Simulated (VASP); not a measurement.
A convergence study with VASP on Si (diamond): one setting is varied, all else stays as given below, so the limit is that of these other settings.

```
Si
1.0
    0.00000     2.71550     2.71550
    2.71550     0.00000     2.71550
    2.71550     2.71550     0.00000
Si
2
Direct
  0.00000   0.00000   0.00000
  0.25000   0.25000   0.25000
```

Method: PBEsol GGA, VASP's PBE PAW potentials (set 64) (plane waves; VASP). The tightest run used: 550 eV cut-off, 17×17×17 Γ-centred mesh, Gaussian smearing of 0.050 eV, potentials Si.

```
setting     E (eV/atom)  pressure (GPa)  irreducible k-points
----------  -----------  --------------  --------------------
1×1×1 mesh       2.8885           42.12                     1
2×2×2 mesh      -4.4342            8.22                     3
3×3×3 mesh      -5.4252            2.27                     4
4×4×4 mesh      -5.6476            0.90                     8
5×5×5 mesh      -5.7123            0.47                    10
```

**Question.** These are the cheaper rows. Estimate the results at 17×17×17 mesh, and how far the last row shown lies from them.

**Answer.** 
```csv
quantity,tightest run,last row shown is off by
E (eV/atom),-5.7466,0.0344
pressure (GPa),0.25,0.22
```

Left out are rungs that failed or repeat a setting and relaxations that didn't move; long series are thinned to 24 rows.

The compound is Si in the diamond structure. The cell was not relaxed at this level.
